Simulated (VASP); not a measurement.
The system is InAs.

```
In As
1.0
     0.00000    3.01800    3.01800
     3.01800    0.00000    3.01800
     3.01800    3.01800    0.00000
In As
1 1
Direct
  0.00000 0.00000 0.00000
  0.25000 0.25000 0.25000
```

| Item | Value |
| --- | --- |
| Program | VASP 6.6.1 |
| Task | relaxation of cell and atoms |
| Functional | PBEsol |
| Potentials or basis | VASP PAW PBE potentials, release 64 (In_d, As) |
| Cutoff | 600 eV |
| k mesh | 10 × 10 × 10 |
| Occupations | gaussian, width 0.03 eV |
| Spin | no spin polarisation |

At the start: pressure 1.6 GPa; volume 27.49 Å³/atom.

**Question.** How do energy, volume and symmetry change on relaxing?

**Answer.** Over 3 steps the energy falls by 3.7 meV/atom and the volume is 28.25 Å³/atom (+2.8 %); space group F-43m (No. 216, to 0.05 Å).

The path:
```tsv
step	energy change (eV)	largest force (eV/Å)	pressure (GPa)	volume (Å³)
1	0.0000	0.0000	1.62	54.98
2	-0.0059	0.0000	-0.70	57.21
3	-0.0075	0.0000	0.01	56.49
```

Final structure:
```cif
data_structure
_symmetry_space_group_name_H-M 'P 1'
_symmetry_Int_Tables_number 1
_cell_length_a 4.3069
_cell_length_b 4.3069
_cell_length_c 4.3069
_cell_angle_alpha 60.000
_cell_angle_beta 60.000
_cell_angle_gamma 60.000
_cell_volume 56.49
loop_
_atom_site_label
_atom_site_type_symbol
_atom_site_fract_x
_atom_site_fract_y
_atom_site_fract_z
_atom_site_occupancy
In1 In 0.00000 0.00000 0.00000 1
As1 As 0.25000 0.25000 0.25000 1
```

Caveat: the PAW data sets were made with another functional, which shifts forces and pressure a little.
